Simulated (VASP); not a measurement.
Data:

```
CELL_PARAMETERS angstrom
      0.00000     2.41067     2.41067
      2.41067     0.00000     2.41067
      2.41067     2.41067     0.00000
ATOMIC_POSITIONS crystal
  Cd 0.00000 0.00000 0.00000
  O  0.50000 0.50000 0.50000
```

The numbers are results of revPBE GGA, VASP's PBE PAW potentials (set 64) (plane waves; VASP 6.6.1), not measurements. Settings: 520 eV cut-off, Gaussian smearing of 0.050 eV, potentials Cd O.

Question: Estimate the band gap (along the path) with the smallest direct gap where there is one.

Answer: 
```
Item                                                          Value
-------------------------  ----------------------------------------
band gap (along the path)  none (metal, semimetal or under 0.01 eV)
```

Total energies compare only between runs with the same potentials, cut-off and functional.

The compound is CdO in the rock salt structure. It was relaxed first, which changed the volume by +8 %.
